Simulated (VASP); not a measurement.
## WSe2: the band gap, functional by functional

How does the band gap of WSe2 depend on the functional? The starting structure is a measured crystal structure from the Crystallography Open Database. The atoms were first relaxed with LDA in that cell, in a run that isn't shown, and the relaxed structure is the one below. Meshes and data sets differ where the inputs say so.

Main program and level: VASP 6.6.1; Kohn-Sham DFT with plane waves and PAW; LDA, PBE, r2SCAN, TB-mBJ, LDA + spin-orbit coupling, r2SCAN + spin-orbit coupling, TB-mBJ + spin-orbit coupling and HSE06.

The database entry behind the starting cell differs from later determinations by our own check (a about 0.2 % long), so it need not match the best structure at ambient conditions.

### Step 1. The starting structure

It takes space group P6_3/mmc (No. 194, hexagonal). The conventional cell has a = 3.290 Å, b = 3.290 Å, c = 12.970 Å, α = 90.00°, β = 90.00°, γ = 120.00°. W has 6 Se at 2.52 Å nearest. Nearest to Se lie 3 W at 2.52 Å. Farther neighbours and most contacts between anions are not listed.

Structure file:

```cif
data_structure
_symmetry_space_group_name_H-M 'P6_3/mmc'
_symmetry_Int_Tables_number 194
_cell_length_a 3.2900
_cell_length_b 3.2900
_cell_length_c 12.9700
_cell_angle_alpha 90.000
_cell_angle_beta 90.000
_cell_angle_gamma 120.000
_cell_volume 121.58
loop_
_atom_site_label
_atom_site_type_symbol
_atom_site_symmetry_multiplicity
_atom_site_Wyckoff_symbol
_atom_site_fract_x
_atom_site_fract_y
_atom_site_fract_z
_atom_site_occupancy
W1 W 2 c 0.66667 0.33333 0.75000 1
Se1 Se 4 f 0.66667 0.33333 0.37752 1
```

### Step 2. Bands with LDA

LDA, the lowest rung, knows the local density alone.

INCAR reads:

```
SYSTEM = WSe2
PREC = Accurate
ENCUT = 350
EDIFF = 1E-06
NELM = 100
ISMEAR = 0
SIGMA = 0.03
LREAL = .FALSE.
ALGO = Normal
GGA = CA
NBANDS = 34
LASPH = .TRUE.
LORBIT = 11
LWAVE = .FALSE.
LCHARG = .FALSE.
KPAR = 16
```

POSCAR reads:

```
WSe2
1.0
    3.2900000000      0.0000000000      0.0000000000
   -1.6450000000      2.8492235785      0.0000000000
    0.0000000000      0.0000000000     12.9700000000
W Se
2 4
Direct
    0.6666666667      0.3333333333      0.7500000000
    0.3333333333      0.6666666667      0.2500000000
    0.6666666667      0.3333333333      0.3775150786
    0.3333333333      0.6666666667      0.8775150786
    0.6666666667      0.3333333333      0.1224849214
    0.3333333333      0.6666666667      0.6224849214
```

KPOINTS reads:

```
Automatic mesh
0
Gamma
9 9 2
0 0 0
```

KPOINTS_OPT reads:

```
Line mode
8
Line-mode
Reciprocal
  0.00000000   0.00000000   0.00000000 GAMMA
  0.50000000   0.00000000   0.00000000 M

  0.50000000   0.00000000   0.00000000 M
  0.33333333   0.33333333   0.00000000 K

  0.33333333   0.33333333   0.00000000 K
  0.00000000   0.00000000   0.00000000 GAMMA

  0.00000000   0.00000000   0.00000000 GAMMA
  0.00000000   0.00000000   0.50000000 A

  0.00000000   0.00000000   0.50000000 A
  0.50000000   0.00000000   0.50000000 L

  0.50000000   0.00000000   0.50000000 L
  0.33333333   0.33333333   0.50000000 H

  0.33333333   0.33333333   0.50000000 H
  0.00000000   0.00000000   0.50000000 A

  0.50000000   0.00000000   0.50000000 L
  0.50000000   0.00000000   0.00000000 M

  0.33333333   0.33333333   0.00000000 K
  0.33333333   0.33333333   0.50000000 H
```

PAW data sets: W and Se (LDA family, release 64).

Launch:

```sh
$ mpirun -np 16 vasp_std
```

Output:

```text
[banner, memory and clock lines left out]
running   16 mpi-ranks, on    1 nodes
 distrk:  each k-point on    1 cores,   16 groups
 distr:  one band on    1 cores,    1 groups

 POSCAR found type information on POSCAR W Se
 POSCAR found :  2 types and       6 ions
|                                                                             |
|           W    W    AA    RRRRR   N    N  II  N    N   GGGG   !!!           |
|           W    W   A  A   R    R  NN   N  II  NN   N  G    G  !!!           |
|           W    W  A    A  R    R  N N  N  II  N N  N  G       !!!           |
|           W WW W  AAAAAA  RRRRR   N  N N  II  N  N N  G  GGG   !            |
|           WW  WW  A    A  R   R   N   NN  II  N   NN  G    G                |
|           W    W  A    A  R    R  N    N  II  N    N   GGGG   !!!           |
|                                                                             |
|     For optimal performance we recommend to set                             |
|       NCORE = 2 up to number-of-cores-per-socket                            |
|     NCORE specifies how many cores store one orbital (NPAR=cpu/NCORE).      |
|     This setting can greatly improve the performance of VASP for DFT.       |
|     The default, NCORE=1 might be grossly inefficient on modern             |
|     multi-core architectures or massively parallel machines. Do your        |
|     Unfortunately you need to use the default for GW and RPA                |
|     calculations (for HF NCORE is supported but not extensively tested      |
|     yet).                                                                   |
|                                                                             |

 LDA part: xc-table for (Slater(with rela. corr.)+CA(PZ))
 , standard interpolation
 POSCAR, INCAR and KPOINTS ok, starting setup
 FFT: planning ... GRIDC
 FFT: planning ... GRID_SOFT
 FFT: planning ... GRID
 WAVECAR not read
 entering main loop
       N       E                     dE             d eps       ncg     rms          rms(c)
DAV:   1     0.116547338577E+03    0.11655E+03   -0.11937E+04  1632   0.672E+02
DAV:   2    -0.415557024020E+02   -0.15810E+03   -0.14860E+03  2094   0.165E+02
DAV:   3    -0.506172090743E+02   -0.90615E+01   -0.89555E+01  2064   0.391E+01
DAV:   4    -0.506947855037E+02   -0.77576E-01   -0.77496E-01  2030   0.396E+00
DAV:   5    -0.506953588249E+02   -0.57332E-03   -0.57322E-03  2040   0.331E-01    0.324E+01
DAV:   6    -0.490655563387E+02    0.16298E+01   -0.31177E+00  2160   0.893E+00    0.124E+01
DAV:   7    -0.488148126882E+02    0.25074E+00   -0.17017E+00  1830   0.710E+00    0.768E+00
DAV:   8    -0.486236064913E+02    0.19121E+00   -0.25814E-01  1986   0.309E+00    0.710E-01
DAV:   9    -0.486243752344E+02   -0.76874E-03   -0.49169E-02  1888   0.999E-01    0.390E-01
DAV:  10    -0.486234670355E+02    0.90820E-03   -0.28373E-03  1918   0.222E-01    0.197E-01
DAV:  11    -0.486232827536E+02    0.18428E-03   -0.34660E-04  1750   0.854E-02    0.191E-01
DAV:  12    -0.486232109615E+02    0.71792E-04   -0.22677E-04  1980   0.645E-02    0.482E-02
DAV:  13    -0.486232120333E+02   -0.10718E-05   -0.16203E-05  1834   0.166E-02    0.184E-02
DAV:  14    -0.486232114410E+02    0.59224E-06   -0.24097E-06  1702   0.675E-03
   1 F= -.48623211E+02 E0= -.48623211E+02  d E =-.360614E-22
 Start KPOINTS_OPT (optional k-point list driver)
k-point batch [1-24\72]
       N       E                     dE             ncg
DAV:   1     0.369492367533E+04   -0.14372E+05     1632
DAV:   2    -0.523711137443E+02   -0.37473E+04     2030
DAV:   3    -0.274044837177E+03   -0.22167E+03     2000
DAV:   4    -0.275950797536E+03   -0.19060E+01     1984
DAV:   5    -0.275965958335E+03   -0.15161E-01     2008
DAV:   6    -0.275966161481E+03   -0.20315E-03     2104
DAV:   7    -0.275966164404E+03   -0.29227E-05     1752
DAV:   8    -0.275966164552E+03   -0.14758E-06     1512
[...]
k-point batch [49-72\72]
       N       E                     dE             ncg
DAV:   1     0.351966089349E+04   -0.19997E+05     1632
DAV:   2    -0.139186784231E+03   -0.36588E+04     1998
DAV:   3    -0.350023342149E+03   -0.21084E+03     2020
DAV:   4    -0.351740755133E+03   -0.17174E+01     1878
DAV:   5    -0.351753753877E+03   -0.12999E-01     1934
DAV:   6    -0.351753926433E+03   -0.17256E-03     1970
DAV:   7    -0.351753928966E+03   -0.25321E-05     1642
DAV:   8    -0.351753929089E+03   -0.12383E-06     1416
```

Run time: 11 s. Hardware: 16 MPI ranks of Intel Xeon 6975P-C (Granite Rapids), shared host; peak memory 3.5 GiB.

Lines that name or quote the potential files are left out of all logs, and their timing lines are given in words.

OUTCAR, selected parts (step 2):

```text
ion  position               nearest neighbor table
   1  0.667  0.333  0.750-   4 2.52   6 2.52   4 2.52   6 2.52   4 2.52   6 2.52
   2  0.333  0.667  0.250-   3 2.52   5 2.52   3 2.52   5 2.52   3 2.52   5 2.52
   3  0.667  0.333  0.378-   2 2.52   2 2.52   2 2.52
   4  0.333  0.667  0.878-   1 2.52   1 2.52   1 2.52
   5  0.667  0.333  0.122-   2 2.52   2 2.52   2 2.52
   6  0.333  0.667  0.622-   1 2.52   1 2.52   1 2.52

  LATTYP: Found a hexagonal cell.
 ALAT       =     3.2900000000
 C/A-ratio  =     3.9422492401

 Subroutine GETGRP returns: Found 24 space group operations
 (whereof 12 operations were pure point group operations)

The static configuration has the point symmetry D_3d.
 The point group associated with its full space group is D_6h.

 Found     24 irreducible k-points:

   k-points           NKPTS =     24   k-points in BZ     NKDIM =     24   number of bands    NBANDS=     34

   dimension x,y,z NGX =    20 NGY =   20 NGZ =   80
   dimension x,y,z NGXF=    40 NGYF=   40 NGZF=  160

   ENCUT  =  350.0 eV  25.72 Ry    5.07 a.u.   5.02  5.02 19.78*2*pi/ulx,y,z

   NELECT =      36.0000    total number of electrons

 k-points in reciprocal lattice and weights: Automatic mesh
   0.00000000  0.00000000  0.00000000       0.006
   0.11111111  0.00000000  0.00000000       0.037
   0.22222222 -0.00000000  0.00000000       0.037
   0.33333333  0.00000000  0.00000000       0.037
   0.44444444 -0.00000000  0.00000000       0.037
   0.11111111  0.11111111  0.00000000       0.037
   0.22222222  0.11111111  0.00000000       0.074
   0.33333333  0.11111111  0.00000000       0.074
   0.44444444  0.11111111  0.00000000       0.037
[...]
0.33333333  0.22222222  0.50000000       0.074
   0.33333333  0.33333333  0.50000000       0.012

 average (electrostatic) potential at core
       1 -40.9844       2 -40.9844       3 -59.2897       4 -59.2897       5 -59.2897
       6 -59.2897

 E-fermi :   5.5458

 k-point     1 :       0.0000    0.0000    0.0000
  band No.  band energies     occupation
    ...
     14       3.7244      2.00000
     15       3.7244      2.00000
     16       4.2242      2.00000
     17       4.3102      2.00000
     18       5.3502      2.00000
     19       7.9592      0.00000
     20       7.9592      0.00000
     21       8.0056      0.00000
     22       8.0056      0.00000
     23       8.1025      0.00000
    ...

 k-point     2 :       0.1111    0.0000    0.0000
  band No.  band energies     occupation
    ...
     14       3.4294      2.00000
     15       3.6448      2.00000
     16       4.2547      2.00000
     17       4.5076      2.00000
     18       5.0342      2.00000
     19       7.4697      0.00000
     20       7.6172      0.00000
     21       7.7471      0.00000
     22       7.8301      0.00000
     23       7.8430      0.00000
    ...

 k-point     3 :       0.2222   -0.0000    0.0000
  band No.  band energies     occupation
    ...
     14       3.2137      2.00000
     15       3.2223      2.00000
     16       4.0405      2.00000
     17       4.0955      2.00000
     18       4.2454      2.00000
     19       6.6755      0.00000
     20       7.3938      0.00000
     21       7.4900      0.00000
     22       7.6051      0.00000
     23       7.6454      0.00000
    ...

  Total       -2.4225739     -2.4225739     -0.6555146      0.0000000     -0.0000000      0.0000000
  in kB      -31.9245810    -31.9245810     -8.6383446      0.0000000     -0.0000000      0.0000000
  external PRESSURE =     -24.1625022 kB  Pullay stress =       0.0000000 kB

  energy-cutoff  :      350.00
  volume of cell :      121.58
      direct lattice vectors                 reciprocal lattice vectors
     3.290000000  0.000000000  0.000000000     0.303951368  0.175486404  0.000000000
    -1.645000000  2.849223579  0.000000000     0.000000000  0.350972808  0.000000000
     0.000000000  0.000000000 12.970000000     0.000000000  0.000000000  0.077101002

 POSITION                                       TOTAL-FORCE (eV/Angst)
 -----------------------------------------------------------------------------------
      1.64500      0.94974      9.72750         0.000000     -0.000000      0.000000
     -0.00000      1.89948      3.24250         0.000000      0.000000      0.000000
      1.64500      0.94974      4.89637         0.000000      0.000000     -0.000024
     -0.00000      1.89948     11.38137         0.000000     -0.000000     -0.000024
      1.64500      0.94974      1.58863        -0.000000      0.000000      0.000024
     -0.00000      1.89948      8.07363        -0.000000     -0.000000      0.000024
 -----------------------------------------------------------------------------------
    total drift:                               -0.000000      0.000000     -0.000000

  FREE ENERGIE OF THE ION-ELECTRON SYSTEM (eV)
  ---------------------------------------------------
  free  energy   TOTEN  =       -48.6232114410 eV

  energy  without entropy=      -48.6232114410  energy(sigma->0) =      -48.62321144

 total charge
# of ion       s       p       d       tot
------------------------------------------
    1        0.542   0.625   4.251   5.419
    2        0.542   0.625   4.251   5.419
    3        1.479   2.354   0.072   3.905
    4        1.479   2.354   0.072   3.905
    5        1.479   2.354   0.072   3.905
    6        1.479   2.354   0.072   3.905
--------------------------------------------------
tot          7.001  10.667   8.791  26.459

[... 3 further parts left out ...]
```

Spin-orbit coupling is off here; with elements this heavy it can split and shift levels by tenths of an eV. At this level the cell is under a tension of 2.4 GPa, so at these settings it is away from equilibrium. The data set W keeps the semicore shell frozen, which is cheaper and a little less accurate.

LDA gives a least gap of 0.918 eV, and a least direct gap of 1.475 eV.

### Step 3. Bands with PBE

PBE, the usual starting point, adds the gradient of the density.

INCAR, as its differences from that of step 2:

```diff
@@ -9,3 +9,3 @@
 ALGO = Normal
-GGA = CA
+GGA = PE
 NBANDS = 34
```

POSCAR is that of step 2.

KPOINTS is that of step 2.

KPOINTS_OPT is that of step 2.

Potentials, in the order of the species: W and Se (PBE family, release 64).

Launch:

```sh
$ mpirun -np 16 vasp_std
```

Output:

```text
[banner, memory and clock lines left out]
running   16 mpi-ranks, on    1 nodes
[...]
[... a notice as in an earlier step ...]

 LDA part: xc-table for (Slater+PW92), standard interpolation
 POSCAR, INCAR and KPOINTS ok, starting setup
[...]
entering main loop
       N       E                     dE             d eps       ncg     rms          rms(c)
DAV:   1     0.124924141657E+03    0.12492E+03   -0.11939E+04  1632   0.673E+02
DAV:   2    -0.356498738191E+02   -0.16057E+03   -0.15056E+03  2064   0.174E+02
DAV:   3    -0.451105835671E+02   -0.94607E+01   -0.93447E+01  2080   0.422E+01
DAV:   4    -0.451941657253E+02   -0.83582E-01   -0.83484E-01  2022   0.437E+00
[...]
DAV:  13    -0.432143767123E+02   -0.27549E-05   -0.11599E-05  2068   0.146E-02    0.207E-02
DAV:  14    -0.432143787323E+02   -0.20200E-05   -0.37957E-06  1828   0.842E-03    0.341E-03
DAV:  15    -0.432143789971E+02   -0.26475E-06   -0.34497E-07  1344   0.268E-03
   1 F= -.43214379E+02 E0= -.43214379E+02  d E =-.201101E-16
 Start KPOINTS_OPT (optional k-point list driver)
k-point batch [1-24\72]
       N       E                     dE             ncg
DAV:   1     0.375655378070E+04   -0.14310E+05     1632
DAV:   2    -0.542601480679E+02   -0.38108E+04     2032
DAV:   3    -0.284830298264E+03   -0.23057E+03     2016
DAV:   4    -0.286935797187E+03   -0.21055E+01     2024
DAV:   5    -0.286952975652E+03   -0.17178E-01     2040
DAV:   6    -0.286953211702E+03   -0.23605E-03     2120
DAV:   7    -0.286953215143E+03   -0.34409E-05     1764
DAV:   8    -0.286953215298E+03   -0.15532E-06     1456
[...]
k-point batch [49-72\72]
       N       E                     dE             ncg
DAV:   1     0.357828596007E+04   -0.19938E+05     1632
DAV:   2    -0.142347254365E+03   -0.37206E+04     1988
DAV:   3    -0.362347879289E+03   -0.22000E+03     2040
DAV:   4    -0.364215969269E+03   -0.18681E+01     1886
DAV:   5    -0.364230801696E+03   -0.14832E-01     2012
DAV:   6    -0.364230990209E+03   -0.18851E-03     2014
DAV:   7    -0.364230992832E+03   -0.26230E-05     1700
DAV:   8    -0.364230992963E+03   -0.13105E-06     1414
```

Run time: 12 s. Hardware: 16 MPI ranks; peak memory 3.8 GiB.

OUTCAR, selected parts (step 3):

```text
  Total        3.0316719      3.0316719      5.1325907      0.0000000     -0.0000000      0.0000000
  in kB       39.9512505     39.9512505     67.6370734      0.0000000     -0.0000000      0.0000000
  external PRESSURE =      49.1798581 kB  Pullay stress =       0.0000000 kB

 POSITION                                       TOTAL-FORCE (eV/Angst)
 -----------------------------------------------------------------------------------
      1.64500      0.94974      9.72750         0.000000     -0.000000      0.000000
     -0.00000      1.89948      3.24250         0.000000      0.000000      0.000000
      1.64500      0.94974      4.89637        -0.000000      0.000000      0.493903
     -0.00000      1.89948     11.38137        -0.000000     -0.000000      0.493903
      1.64500      0.94974      1.58863         0.000000     -0.000000     -0.493903
     -0.00000      1.89948      8.07363         0.000000     -0.000000     -0.493903
 -----------------------------------------------------------------------------------
    total drift:                               -0.000000      0.000000     -0.000000

  FREE ENERGIE OF THE ION-ELECTRON SYSTEM (eV)
  ---------------------------------------------------
  free  energy   TOTEN  =       -43.2143789971 eV

  energy  without entropy=      -43.2143789971  energy(sigma->0) =      -43.21437900

[... 2 parts as in an earlier step ...]

[... 1 further part left out ...]
[key lines of the parts left out:]
E-fermi :   5.5068
```

PBE gives a least gap of 0.981 eV, and a least direct gap of 1.480 eV. The least gap is +0.063 eV from that of LDA.

(Part 1 of 3 ends here.)

[Lines on the potential files, build, host, timing and source positions are cut from VASP's logs without a mark.]

[Logs are printed without paths, hosts, clocks, repeated set-up lines and the standing remarks that a program may print on its own settings, such as how far it seeks lower states.]

[Hosts, paths, dates, database ids (printed as entryN), source tags and the programs' standing remarks are cut or masked in the printed files.]
